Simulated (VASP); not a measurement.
Input for VASP

### INCAR
```
SYSTEM = Si
PREC = Accurate; ENCUT = 400; LREAL = .FALSE.
LASPH = .TRUE.
EDIFF = 1E-6; NELM = 100; ALGO = Normal
ISMEAR = 0; SIGMA = 0.05
GGA = PE
ISIF = 2
LWAVE = .FALSE.; LCHARG = .FALSE.
```

File KPOINTS:
```
Automatic mesh
0
Gamma
8 8 8
0 0 0
```

POSCAR:
```
Si
1
    0.0000000000     2.7113780000     2.6703110000
    2.7044460000     0.0000000000     2.6703110000
    2.7044460000     2.7113780000     0.0000000000
Si
2
Direct
  0.0000000000   0.0000000000   0.0000000000
  0.2325950000   0.2674050000   0.2674050000
```

POTCAR, in this order: Si (PBE.64 set). Program: vasp_std.

Problem. Write an equivalent input for Quantum ESPRESSO's pw.x.

Solution. One equivalent input (not run):
```
&CONTROL
  calculation = 'scf'
  pseudo_dir = './pseudo'
  outdir = './out'
  tprnfor = .true.
  tstress = .true.
/
&SYSTEM
  ibrav = 0
  nat = 2
  ntyp = 1
  ecutwfc = 36
  occupations = 'smearing'
  smearing = 'gaussian'
  degauss = 0.003675
  input_dft = 'pbe'
/
&ELECTRONS
  conv_thr = 7.3e-08
  electron_maxstep = 100
/
ATOMIC_SPECIES
  Si 28.085 Si.upf
CELL_PARAMETERS angstrom
     0.0000000    2.7113780    2.6703110
     2.7044460    0.0000000    2.6703110
     2.7044460    2.7113780    0.0000000
ATOMIC_POSITIONS crystal
  Si   0.0000000  0.0000000  0.0000000
  Si   0.2325950  0.2674050  0.2674050
K_POINTS automatic
  8 8 8 0 0 0
```
What does not carry over: the potentials are each code's own (VASP's PAW set, PseudoDojo norm-conserving files in pw.x), so ENCUT and ecutwfc are chosen apart and not converted; conv_thr bounds pw.x's estimated SCF error, while EDIFF bounds the energy change between steps.

The compound is Si in the diamond structure. The cell was not relaxed at this level, atoms are displaced from their ideal sites.
